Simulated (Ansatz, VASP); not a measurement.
One calculation of LiB2C2, two programs

```
Li B C
1.0
     2.71464    0.00000    0.00000
    -1.35732    2.35095    0.00000
     0.00000    0.00000    7.11805
Li B C
1 2 2
Direct
  0.00000 0.00000 0.50000
  0.33333 0.66667 0.74981
  0.66667 0.33333 0.25019
  0.33333 0.66667 0.28822
  0.66667 0.33333 0.74178
```

The cell comes from a database or a generator and needn't be the stable form of this composition.

Alike in both runs: task single point; functional PBE; k mesh 7 × 7 × 3; occupations fermi-dirac, width 0.1 eV; no spin polarisation.

|  | VASP | Ansatz |
| --- | --- | --- |
| version | VASP 6.6.1 | Ansatz 0.2.0 |
| potentials or method | VASP PAW PBE potentials, release 64 (Li_sv, B, C) | plane waves, PAW |
| plane-wave cutoff (eV) | 520 | 420 |
| valence electrons in the cell | 17 | 17 |

Ansatz gave:

```
gap on the k mesh at the Fermi level (eV) : none
rms of the force components (eV/Å)        : 0.854
```

Q: Which values does VASP return?

A: gap on the k mesh at the Fermi level (eV): none; rms of the force components (eV/Å): 0.851.

Atom by atom the forces differ by 0.004 eV/Å (rms over components). A gap of «none» marks a metal or a gap that the smearing closes.

Caveats: the k mesh is coarse (spacing up to 0.38 Å⁻¹), so the values aren't converged; forces of over 1 eV/Å show positions far from the minimum, so gaps and moduli don't describe the material at rest.
